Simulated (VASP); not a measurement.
CoGe$_{2}$ (relaxed from the AlB2 structure, space group P6/mmm): computed properties

Computed with PBEsol GGA, VASP's PBE PAW potentials (set 64) (plane waves; VASP).

```
Quantity                                                                                Value
----------------------------------  ---------------------------------------------------------
space group                                                                      P6/mmm (191)
cell                                a = b = 4.471 Å, c = 2.549 Å, α = β = 90.00°, γ = 120.00°
volume per atom                                                                14.71 Å^3/atom
band gap (over mesh and band path)                   none (metal, semimetal or under 0.01 eV)
cell moment                                                                           1.56 μB
band gap with spin-orbit coupling                                             none (metallic)
density                                                                            7.68 g/cm³
```

```yaml
crystal:
  lattice:
    - [4.47122, 0.00000, 0.00000]
    - [-2.23561, 3.87219, 0.00000]
    - [0.00000, 0.00000, 2.54945]
  atoms:
    - { symbol: Co, position: [0.00000, 0.00000, 0.00000], spin: 1.4 }
    - { symbol: Ge, position: [0.33333, 0.66667, 0.50000] }
    - { symbol: Ge, position: [0.66667, 0.33333, 0.50000] }
```

The structure was generated: CoGe2 was put into the AlB2 type (P6/mmm), which need not be its known phase. It was relaxed first, which changed the volume by -48 %. Symmetry was kept, so distortions that lower it aren't found.
